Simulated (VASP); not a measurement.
VASP 6 on Cu, 4 atoms, PBE, 400 eV, 8×8×8 Γ-centred mesh, vasp_std. Each run had one machine to itself; times are medians of up to 3 turns, which differed by up to 2 %. Differences under about 10 % mean little, and other builds and machines will differ.

INCAR of the first run: PREC = Normal; ENCUT = 400; EDIFF = 1E-12; NELM = 9; ALGO = Fast; LREAL = Auto; LASPH = .TRUE.; ISMEAR = 1; SIGMA = 0.1; GGA = PE; LMAXMIX = 4; LWAVE = .FALSE.; LCHARG = .FALSE.; ISYM = 0; NELMIN = 9; NSIM = 1; NCORE = 4

| run | seconds an electronic step (mean of the last four of 9) |
|---|---|
| 32 ranks, NSIM = 1 | 0.57 |
| 32 ranks, NSIM = 2 | 0.57 |
| 32 ranks, NSIM = 4 | 0.58 |
| 32 ranks, NSIM = 8 | 0.58 |
| 32 ranks, NSIM = 16 | 0.57 |
| 32 ranks, NSIM = 32 | 0.57 |

On 32 cores the runs span a factor of 1.0.

Runs that failed, blew up or ran out of time are left out.

The cell is a supercell.
